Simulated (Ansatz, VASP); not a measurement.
# Cross-check of SbAs between VASP and Ansatz, part 2 of 2

One calculation is typed for both programs; each brings its own data sets. How far apart do they land? The cell is generated by rule, not measured, and may not be a known phase. The cell is taken from a series of runs on this material, whose earlier steps may have relaxed, scaled, displaced or heated it; both programs get it as it stands.

VASP 6.6.1 and Ansatz 0.2.0.

So far: Set-up; VASP: relaxation of cell and atoms, PBEsol; Ansatz: relaxation of cell and atoms, PBEsol; Side by side.

## Step 5: VASP: zone-centre phonons, PBEsol

Level of this step: PBEsol; plane waves and PAW (Sb, As); invented cell (VASP).

Second derivatives magnify differences that forces hide, and they need a tight electronic threshold.

INCAR reads:

```
SYSTEM = SbAs
PREC = Accurate
ENCUT = 500
EDIFF = 1E-08
NELM = 120
ISMEAR = 1
SIGMA = 0.2
LREAL = .FALSE.
ALGO = Normal
GGA = PS
NBANDS = 11
LORBIT = 11
LWAVE = .FALSE.
LCHARG = .FALSE.
ISIF = 2
IBRION = 8
LASPH = .TRUE.
GGA_COMPAT = .FALSE.
KPAR = 2
```

POSCAR reads:

```
SbAs
1.0
    0.0000000000      3.2138340659      3.2138340659
    3.2138340659      0.0000000000      3.2138340659
    3.2138340659      3.2138340659      0.0000000000
Sb As
1 1
Direct
    0.0000000000      0.0000000000      0.0000000000
    0.2500000000      0.2500000000      0.2500000000
```

KPOINTS reads:

```
Automatic mesh
0
Gamma
12 12 12
0 0 0
```

PAW data sets: Sb and As (PBE family, release 64).

The run is started by

```sh
mpirun -np 2 vasp_std
```

Numbers of over 12 decimals in the logs are rounded to 6 here.

The log of the run:

```text
[banner, memory and clock lines left out]
running    2 mpi-ranks, on    1 nodes
[...]
[... a notice as in an earlier step ...]

 LDA part: xc-table for (Slater+PW92), standard interpolation
 POSCAR, INCAR and KPOINTS ok, starting setup
[...]
entering main loop
       N       E                     dE             d eps       ncg     rms          rms(c)
DAV:   1     0.286989423235E+02    0.28699E+02   -0.34640E+03  1584   0.662E+02
DAV:   2    -0.703650142342E+01   -0.35735E+02   -0.34567E+02  2022   0.109E+02
DAV:   3    -0.900921223217E+01   -0.19727E+01   -0.19599E+01  2006   0.271E+01
DAV:   4    -0.902842941585E+01   -0.19217E-01   -0.19205E-01  1730   0.315E+00
[...]
DAV:  14    -0.893776986810E+01   -0.11462E-07   -0.65246E-09  1087   0.557E-04    0.817E-04
DAV:  15    -0.893776991109E+01   -0.42986E-07   -0.12126E-08  1452   0.547E-04    0.321E-04
DAV:  16    -0.893776992063E+01   -0.95382E-08   -0.18579E-09   825   0.228E-04
   1 F= -.89377699E+01 E0= -.89382596E+01  d E =0.146901E-02
[...]
RMM:   6    -0.242084492750E-01    0.17187E-05    0.96201E-07 10618   0.106E-03    0.276E-04
RMM:   7    -0.242077938024E-01    0.65547E-06    0.11650E-07 10539   0.383E-04    0.556E-05
RMM:   8    -0.242077913219E-01    0.24805E-08    0.47662E-08 10853   0.837E-05    0.245E-05
 first order change of Fermi-energy  -0.85380E-03
 force on displaced ion       1 direction 1 :  -5.357   0.000   0.000
 Linear response progress:
  Degree of freedom:   2/  2
       N       E                     dE             d eps       ncg     rms          rms(c)
RMM:   1    -0.443135274174E-01   -0.44314E-01    0.62869E-02 14272   0.115E+00
RMM:   2    -0.435747310821E-01    0.73880E-03   -0.14712E-03  9624   0.235E-01    0.475E-02
RMM:   3    -0.435359559585E-01    0.38775E-04   -0.97578E-06 10429   0.385E-02    0.253E-02
RMM:   4    -0.435233349696E-01    0.12621E-04    0.11567E-05 10545   0.202E-02    0.385E-03
[...]
RMM:   9    -0.435244379870E-01   -0.68228E-07   -0.11419E-09 10844   0.331E-05    0.372E-06
RMM:  10    -0.435244183301E-01    0.19657E-07    0.74339E-10 11136   0.638E-06    0.133E-06
RMM:  11    -0.435244181232E-01    0.20698E-09   -0.16857E-09  9384   0.257E-06    0.510E-07
 first order change of Fermi-energy   0.97477E-03
 force on displaced ion       2 direction 1 :  -5.354   0.000   0.000
 Linear response finished
```

OUTCAR, selected parts (step 5):

```text
  Total        0.0526427      0.0526427      0.0526427     -0.0000000      0.0000000      0.0000000
  in kB        1.2704225      1.2704225      1.2704225     -0.0000000      0.0000000      0.0000000
  external PRESSURE =       1.2704225 kB  Pullay stress =       0.0000000 kB

 POSITION                                       TOTAL-FORCE (eV/Angst)
 -----------------------------------------------------------------------------------
      0.00000      0.00000      0.00000        -0.000000     -0.000000      0.000000
      1.60692      1.60692      1.60692         0.000000      0.000000     -0.000000
 -----------------------------------------------------------------------------------
    total drift:                               -0.000000     -0.000000      0.000000

[... 1 part as in an earlier step ...]

[... 1 further part left out ...]
```

## Step 6: Ansatz: zone-centre phonons, PBEsol

The same cell, functional, mesh and smearing now go to Ansatz, which takes its cutoff from its data sets.

The cell is taken from a series of runs on this material, whose earlier steps may have relaxed, scaled, displaced or heated it; both programs get it as it stands.

input.yaml reads:

```yaml
crystal:
  lattice:
    - [0.0, 3.2138340659, 3.2138340659]
    - [3.2138340659, 0.0, 3.2138340659]
    - [3.2138340659, 3.2138340659, 0.0]
  atoms:
    - { symbol: Sb, position: [0.0, 0.0, 0.0] }
    - { symbol: As, position: [0.25, 0.25, 0.25] }
kpoints:
  mp_grid: { grid: [12, 12, 12] }
hamiltonian:
  xc: pbesol
scf:
  occupations: { method: methfessel_paxton, width: 0.2 }
output:
  eigenvalues: true
phonons:
  method: dfpt
```

The run is started by

```sh
ansatz run input.yaml --threads 4 --pin off --max-ram 7168MiB --backend cpu --events-out ev --progress --plain --runs-dir out
```

The log of the run:

```text
zone centre: on kpoints.mp_grid the ground state, and the responses unless they are solved on pairs of k-points, stand on 163 of the mesh's 1728 k-points, reduced under 8 symmetry operations, with k and −k counted as one. Each operation leaves every solved displacement unchanged or reverses it
[...]
Crystal: 2 atoms, lattice volume = 66.390 Å³
[...]
k mesh reduced under 8 symmetry operations, with k and −k counted as one. Each operation leaves every solved displacement unchanged or reverses it
  ASR residual: 1.164e-5 → 0.000e0 eV/Å²; symmetrization residual: 8.096e-6 eV/Å²
  ASR residual per site (eV/Å²): 1.16e-5 1.94e-6
  Γ frequencies (cm⁻¹): 0.00 0.00 0.00 174.65 174.65 174.65
  non-analytic LO–TO correction: not included (Born effective charges unavailable; polar crystals: no LO–TO splitting at Γ)
[key lines of the parts left out:]
SCF converged after 11 iterations
Free energy (F): -11220.372850 eV
Fermi energy:    6.865270 eV
```

## Step 7: Differences

What differs besides the data sets and the points named for the pairs above, as far as they apply: the data sets hold 30 valence electrons in Ansatz (on its default PAW (the set named soft_2) files) and 10 in VASP. Total energies have different zeros and are not compared.

The two programs side by side:

| quantity | Ansatz | VASP | difference |
| --- | --- | --- | --- |
| optical mode 1 to 3 (cm⁻¹) | 174.7 | 177.2 | -1.44 % |

Modes are paired by rising frequency, not by their patterns, so a pair may set unlike modes beside each other; they are those without the splitting of longitudinal modes.

## Step 8: Results

- difference in volume (relaxation of cell and atoms, PBEsol): -0.30 %
- r.m.s. difference of the optical zone-centre modes, each program's sorted by frequency (zone-centre phonons, PBEsol): 2.5 cm⁻¹
- difference in optical mode 1 to 3 (zone-centre phonons, PBEsol): -1.4 %

**Reading.** The difference in volume is -0.30 % (relaxation of cell and atoms, PBEsol), within the 1.2 % picked in this series as the mark of a large difference, as far as the stopping tolerances let one tell. The data sets hold unlike numbers of valence electrons (30 in Ansatz and 10 in VASP), so part of the differences comes from the potentials. Among the rows given in per cent, the largest difference of the zone-centre phonons, PBEsol pair is in optical mode 1 to 3, -1.4 %. 1 further run of this series is not shown here. How closely two codes agree says nothing of how well the functional describes the real material.

[Lines on the potential files, build, host, timing and source positions are cut from VASP's logs without a mark.]

[Logs are printed without paths, hosts, clocks, repeated set-up lines and the standing remarks that a program may print on its own settings, such as how far it seeks lower states.]

[Hosts, paths, dates, database ids (printed as entryN), source tags and the programs' standing remarks are cut or masked in the printed files.]
